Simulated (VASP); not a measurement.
# SrW2 (P-3m1) in VASP: single point with PBE

Aim: the single point of SrW2 with PBE.

Everything below comes from runs of VASP 6.6.1. Logs are shortened: lines on timing, memory, paths and dates and some standing lists are left out, and cuts for length are marked.

## (1) The crystal as given

The structure is trigonal, space group P-3m1 (No. 164). The conventional cell has a = 3.645 Å, b = 3.645 Å, c = 7.756 Å, α = 90.00°, β = 90.00°, γ = 120.00°. Around Sr (site symmetry -3m) lie 6 W at 3.56 Å and 6 Sr at 3.65 Å. Around W (site symmetry 3m) lie 3 W at 2.91 Å.

The cell was built by a generator and needn't be a form met in nature.

## (2) Single point, PBE

Input file INCAR:

```
  PREC = Accurate
  ENCUT = 520
  EDIFF = 1E-6
  ISMEAR = 0
  SIGMA = 0.1
  LREAL = False
  LASPH = True
  NELM = 60
  ALGO = Normal
  ISIF = 2
  LWAVE = False
  LCHARG = True
  GGA = PE
  LELF = True
  LVHAR = True
  NBANDS = 26
```

Input file KPOINTS:

```
regular mesh
0
Gamma
  6 6 2
```

Input file POSCAR:

```
SrW2
1.0
    3.6454817700      0.0000000000      0.0000000000
   -1.8227408800      3.1570798200      0.0000000000
    0.0000000000      0.0000000000      7.7560539500
Sr W
1 2
Direct
    0.0000000000      0.0000000000      0.5000000000
    0.3333333300      0.6666666700      0.8707451600
    0.6666666700      0.3333333300      0.1292548400
```

Potentials or basis: VASP PAW PBE potentials, release 64 (Sr_sv, W_sv).

The run is started by

```
> cat potpaw_PBE.64/Sr_sv/POTCAR potpaw_PBE.64/W_sv/POTCAR > POTCAR
> mpirun -np 1 vasp_std > vasp.out
```

OUTCAR:

```text
PREC = Accurate
   ENCUT = 520
   EDIFF = 1E-6
   ISMEAR = 0
   LREAL = False
   LASPH = True
   NELM = 60
   ISIF = 2
   GGA = PE

 ion  position               nearest neighbor table
   1  0.000  0.000  0.500-   2 3.56   3 3.56   2 3.56   3 3.56   3 3.56   2 3.56
   2  0.333  0.667  0.871-   3 2.91   3 2.91   3 2.91   1 3.56   1 3.56   1 3.56
   3  0.667  0.333  0.129-   2 2.91   2 2.91   2 2.91   1 3.56   1 3.56   1 3.56

  LATTYP: Found a hexagonal cell.
 ALAT       =     3.6454817700
 C/A-ratio  =     2.1275799577

  Lattice vectors:

 A1 = (   3.6454817700,   0.0000000000,   0.0000000000)
 A2 = (  -1.8227408800,   3.1570798200,   0.0000000000)
 A3 = (   0.0000000000,   0.0000000000,   7.7560539500)

Analysis of symmetry for initial positions (statically):
=====================================================================
 Subroutine PRICEL returns:
 Original cell was already a primitive cell.

 Routine SETGRP: Setting up the symmetry group for a
 hexagonal supercell.

 Subroutine GETGRP returns: Found 12 space group operations
 (whereof 12 operations were pure point group operations)
 out of a pool of 24 trial point group operations.

The static configuration has the point symmetry D_3d.

Analysis of symmetry for dynamics (positions and initial velocities):
=====================================================================
 Subroutine PRICEL returns:
 Original cell was already a primitive cell.

 Routine SETGRP: Setting up the symmetry group for a
 hexagonal supercell.

 Subroutine GETGRP returns: Found 12 space group operations
 (whereof 12 operations were pure point group operations)
 out of a pool of 24 trial point group operations.

The dynamic configuration has the point symmetry D_3d.

 Subroutine INISYM returns: Found 12 space group operations
 (whereof 12 operations are pure point group operations),
 and found     1 'primitive' translations

----------------------------------------------------------------------------------------

                                     Primitive cell

  volume of cell :      89.2650

  direct lattice vectors                    reciprocal lattice vectors
     3.645481770  0.000000000  0.000000000     0.274312166  0.158374202  0.000000000
    -1.822740880  3.157079820  0.000000000     0.000000000  0.316748406  0.000000000
     0.000000000  0.000000000  7.756053950     0.000000000  0.000000000  0.128931543

  length of vectors
     3.645481770  3.645481766  7.756053950     0.316748405  0.316748406  0.128931543

  position of ions in fractional coordinates (direct lattice)
     0.000000000  0.000000000  0.500000000
     0.333333330  0.666666670  0.870745160
     0.666666670  0.333333330  0.129254840

  ion indices of the primitive-cell ions
   primitive index   ion index
                 1           1
                 2           2
                 3           3

----------------------------------------------------------------------------------------

 KPOINTS: regular mesh

Automatic generation of k-mesh.
 Grid dimensions read from file:
 generate k-points for:    6    6    2

 Generating k-lattice:

  Cartesian coordinates                     Fractional coordinates (reciprocal lattice)
     0.045718694  0.026395700  0.000000000     0.166666667  0.000000000  0.000000000
     0.000000000  0.052791401  0.000000000     0.000000000  0.166666667  0.000000000
     0.000000000  0.000000000  0.064465771     0.000000000  0.000000000  0.500000000

  Length of vectors
     0.052791401  0.052791401  0.064465771

  Shift w.r.t. Gamma in fractional coordinates (k-lattice)
     0.000000000  0.000000000  0.000000000

 Subroutine IBZKPT returns following result:
 ===========================================

 Found     14 irreducible k-points:

 Following reciprocal coordinates:
            Coordinates               Weight
  0.000000  0.000000  0.000000      1.000000
  0.166667  0.000000  0.000000      6.000000
  0.333333  0.000000  0.000000      6.000000
  0.500000 -0.000000  0.000000      3.000000
  0.166667  0.166667  0.000000      6.000000
  0.333333  0.166667  0.000000     12.000000
  0.333333  0.333333  0.000000      2.000000
  0.000000  0.000000  0.500000      1.000000
  0.166667  0.000000  0.500000      6.000000
  0.333333  0.000000  0.500000      6.000000
  0.500000 -0.000000  0.500000      3.000000
  0.166667  0.166667  0.500000      6.000000
  0.333333  0.166667  0.500000     12.000000
  0.333333  0.333333  0.500000      2.000000
   k-points           NKPTS =     14   k-points in BZ     NKDIM =     14   number of bands    NBANDS=     26
   number of dos      NEDOS =    301   number of ions     NIONS =      3
   total plane-waves  NPLWV =  47040
   dimension x,y,z NGX =    28 NGY =   28 NGZ =   60
   dimension x,y,z NGXF=    56 NGYF=   56 NGZF=  120
   ions per type =               1   2
   NGX,Y,Z   is equivalent  to a cutoff of  12.77, 12.77, 12.86 a.u.
   NGXF,Y,Z  is equivalent  to a cutoff of  25.54, 25.54, 25.72 a.u.
 SYSTEM =  unknown system
   PREC   = accura    normal or accurate (medium, high low for compatibility)
   ISTART =      0    job   : 0-new  1-cont  2-samecut
   ICHARG =      2    charge: 1-file 2-atom 10-const
   ISPIN  =      1    spin polarized calculation?
   LNONCOLLINEAR =      F non collinear calculations
   LSORBIT =      F    spin-orbit coupling
   LASPH  =      T    aspherical Exc in radial PAW
   ENCUT  =  520.0 eV  38.22 Ry    6.18 a.u.   6.78  6.78 14.42*2*pi/ulx,y,z
   NELM   =     60;   NELMIN=  2; NELMDL= -5     # of ELM steps
   EDIFF  = 0.1E-05   stopping-criterion for ELM
   LREAL  =      F    real-space projection
   EDIFFG = 0.1E-04   stopping-criterion for IOM
   NSW    =      0    number of steps for IOM
   IBRION =     -1    ionic relax: 0-MD 1-quasi-New 2-CG
   NFREE  =      0    steps in history (QN), initial steepest desc. (CG)
   ISIF   =      2    stress and relaxation
   ISYM   =      2    0-nonsym 1-usesym 2-fastsym
   POTIM  = 0.5000    time-step for ionic-motion
   TEBEG  =    0.0;   TEEND  =   0.0 temperature during run
   PSTRESS=    0.0 pullay stress
   NELECT =      38.0000    total number of electrons
   NUPDOWN=      -1.0000    fix difference up-down
   EMIN   =  10.00;   EMAX   =-10.00  energy-range for DOS
   EFERMI =   0.00;   METHOD = LEGACY
   ISMEAR =     0;   SIGMA  =   0.10  broadening in eV -4-tet -1-fermi 0-gaus
   EFERMI_NEDOS =   21; number of points for ismear=-14 and -15
   IALGO  =     38    algorithm
   IMIX   =      4    mixing-type and parameters
     AMIX     =   0.40;   BMIX     =  1.00
     AMIX_MAG =   1.60;   BMIX_MAG =  1.00
  volume/ion in A,a.u.               =      29.76       200.80
  Fermi-wavevector in a.u.,A,eV,Ry     =   1.231522  2.327240 20.635235  1.516647
  Thomas-Fermi vector in A             =   2.366328
   LORBIT       =      0    0 simple, 1 ext, 2 COOP (PROOUT), +10 PAW based schemes
   GGA     = PE    functional components
   LHFCALC =     F    Hartree Fock is set to
   AEXX    =    0.0000 exact exchange contribution
   IVDW    =     0    specifies the selected vdW correction
   LEPSILON=     F    determine dielectric tensor
   LRPA    =     F    only Hartree local field effects (RPA)
 non-spin polarized calculation
 Gauss-broadening in eV      SIGMA  =   0.10
  energy-cutoff  :      520.00
  volume of cell :       89.27
 maximum number of plane-waves:      2428
 NGX is ok and might be reduce to    28
   NGX = 13   NGY = 13   NGZ = 29

 number of electron      37.9999998 magnetization

 Free energy of the ion-electron system (eV)
  ---------------------------------------------------
  ext. energy  EPLUGINS =         0.00000000
  ---------------------------------------------------
  free energy    TOTEN  =       -21.96675049 eV

  energy without entropy =      -21.94939064  energy(sigma->0) =      -21.95807057

 E-fermi :   4.1925     XC(G=0):  -9.9800

 val. band max:        4.1712037261   @ k =   0.3333   0.3333   0.0000
 cond. band min:       4.2426954652   @ k =   0.1667   0.1667   0.5000
 fundamental gap:      0.0714917391
 Fermi energy:         4.1924589336

 k-point     1 :       0.0000    0.0000    0.0000
  band No.  band energies     occupation
      1     -70.1858      2.00000
      2     -70.1477      2.00000
      3     -34.3235      2.00000
      4     -34.3144      2.00000
      5     -34.3144      2.00000
      6     -34.1852      2.00000
[... 18 lines left out ...]
     25       6.4317      0.00000
     26       6.5816      0.00000

 k-point     2 :       0.1667    0.0000    0.0000
  band No.  band energies     occupation
      1     -70.1832      2.00000
      2     -70.1495      2.00000
      3     -34.3414      2.00000
      4     -34.3314      2.00000
      5     -34.3244      2.00000
      6     -34.1825      2.00000
[... 18 lines left out ...]
     25       6.4196      0.00000
     26       7.3916      0.00000

 k-point     3 :       0.3333    0.0000    0.0000
  band No.  band energies     occupation
      1     -70.1765      2.00000
      2     -70.1544      2.00000
      3     -34.3859      2.00000
      4     -34.3555      2.00000
      5     -34.3429      2.00000
      6     -34.1787      2.00000
[... 18 lines left out ...]
     25       6.2102      0.00000
     26       7.2650      0.00000

 k-point     4 :       0.5000   -0.0000    0.0000
  band No.  band energies     occupation
      1     -70.1713      2.00000
      2     -70.1586      2.00000
      3     -34.4070      2.00000
      4     -34.3682      2.00000
      5     -34.3515      2.00000
      6     -34.1773      2.00000
[... 18 lines left out ...]
     25       6.6082      0.00000
     26       6.6234      0.00000
[... 206 lines left out ...]
      1     -70.1784      2.00000
      2     -70.1529      2.00000
      3     -34.3633      2.00000
      4     -34.3627      2.00000
      5     -34.3360      2.00000
      6     -34.1829      2.00000
[... 18 lines left out ...]
     25       6.8531      0.00000
     26       7.0895      0.00000

 k-point    13 :       0.3333    0.1667    0.5000
  band No.  band energies     occupation
      1     -70.1713      2.00000
      2     -70.1586      2.00000
      3     -34.3956      2.00000
      4     -34.3716      2.00000
      5     -34.3570      2.00000
      6     -34.1843      2.00000
[... 18 lines left out ...]
     25       6.6510      0.00000
     26       6.8933      0.00000

 k-point    14 :       0.3333    0.3333    0.5000
  band No.  band energies     occupation
      1     -70.1648      2.00000
      2     -70.1648      2.00000
      3     -34.3890      2.00000
      4     -34.3765      2.00000
      5     -34.3765      2.00000
      6     -34.1904      2.00000
[... 18 lines left out ...]
     25       6.9939      0.00000
     26       6.9939      0.00000

------------------------ aborting loop because EDIFF is reached ----------------------------------------

  FORCE on cell =-STRESS in cart. coord.  units (eV):
  Direction    XX          YY          ZZ          XY          YZ          ZX
  --------------------------------------------------------------------------------------
  -------------------------------------------------------------------------------------
  Total      -10.6451695    -10.6451695    -12.2064734     -0.0000000      0.0000000     -0.0000000
  in kB     -191.0653132   -191.0653130   -219.0884470     -0.0000003      0.0000000     -0.0000000
  external PRESSURE =    -200.4063577 kB  Pullay stress =       0.0000000 kB

 VOLUME and BASIS-vectors are now :
 -----------------------------------------------------------------------------
  energy-cutoff  :      520.00
  volume of cell :       89.27
      direct lattice vectors                 reciprocal lattice vectors
     3.645481770  0.000000000  0.000000000     0.274312166  0.158374202  0.000000000
    -1.822740880  3.157079820  0.000000000     0.000000000  0.316748406  0.000000000
     0.000000000  0.000000000  7.756053950     0.000000000  0.000000000  0.128931543

 POSITION                                       TOTAL-FORCE (eV/Angst)
 -----------------------------------------------------------------------------------
      0.00000      0.00000      3.87803         0.000000      0.000000      0.000000
     -0.00000      2.10472      6.75355         0.000000     -0.000000      4.741361
      1.82274      1.05236      1.00251        -0.000000      0.000000     -4.741361
 -----------------------------------------------------------------------------------
    total drift:                                0.000000     -0.000000      0.000000

  FREE ENERGIE OF THE ION-ELECTRON SYSTEM (eV)
  ---------------------------------------------------
  free  energy   TOTEN  =       -21.9667504896 eV

  energy  without entropy=      -21.9493906437  energy(sigma->0) =      -21.95807057
```

It took 27 s on 1 thread of Intel Xeon Platinum 8559C (Emerald Rapids), shared host; peak memory 0.21 GiB.

What came out:

| Item | Value |
| --- | --- |
| Free energy | -21.9668 eV |
| Pressure | -20.0 GPa |
| Largest force | 4.741 eV/Å |
| Band gap on the k mesh | none (metal or under the smearing width) |

Forces in eV/Å, atoms in the order of the input:
```
Sr   0.000  0.000  0.000
W    0.000  0.000  4.741
W    0.000  0.000 -4.741
```

Stress tensor (GPa, compression positive):
```
-19.11   0.00   0.00
  0.00 -19.11   0.00
  0.00   0.00 -21.91
```

Caveat: the k mesh is coarse (spacing up to 0.41 Å⁻¹), so the values aren't converged; so large a pressure means that the cell lies far from this level's equilibrium, or that cutoff or potentials fall short; forces of over 1 eV/Å show positions far from the minimum, so gaps and moduli don't describe the material at rest. The run has no spin-orbit coupling, so splittings on W are missing.
